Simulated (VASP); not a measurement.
## BN (relaxed from the wurtzite structure, space group P6_3mc): computed properties

Computed with PBEsol GGA, VASP's PBE PAW potentials (set 64) (plane waves; VASP).

```json
{
  "space_group": "P6_3mc (186)",
  "cell": "a = b = 2.542 Å, c = 4.204 Å, α = β = 90.00°, γ = 120.00°",
  "volume_per_atom": "5.88 Å^3/atom",
  "band gap (over mesh and band path)": "4.95 eV",
  "smallest direct gap (over mesh and band path)": "8.20 eV",
  "band_edge_character": "indirect, Γ to K",
  "density": "3.50 g/cm³"
}
```

```
BN
1.0
    2.54224     0.00000     0.00000
   -1.27112     2.20164     0.00000
    0.00000     0.00000     4.20434
B N
2 2
Direct
  0.33333   0.66667   0.00029
  0.66667   0.33333   0.50029
  0.33333   0.66667   0.37471
  0.66667   0.33333   0.87471
```

The structure was generated: BN was put into the wurtzite type (P6_3mc), which need not be its known phase. It was relaxed first. Symmetry was kept, so distortions that lower it aren't found.
